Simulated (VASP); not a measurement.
Energy against volume of ZnS (zinc blende). Calculation: MS2 meta-GGA, VASP's PBE PAW potentials (set 64) (plane waves; VASP 6.6.1). Settings: 520 eV cut-off, 9×9×9 Γ-centred mesh, Gaussian smearing of 0.050 eV, potentials Zn S.

| V (Å³/atom) | E (eV/atom) |
|---|---|
| 19.000 | -6.51081 |
| 19.587 | -6.51456 |
| 20.175 | -6.50987 |
| 20.763 | -6.49771 |

Q: Fit these four points and predict the energy of the run at 18.412 Å³/atom.

A: A cubic in V^(−2/3), the third-order Birch-Murnaghan form, passes through the four points with V0 = 19.54 Å³/atom and B0 = 77 GPa, and gives -6.4975 eV/atom there. The run gave -6.4976 eV/atom, -0.1 meV/atom from the fit; all five points give B0 = 77 GPa.

The compound is ZnS in the zinc blende structure. It was relaxed first.
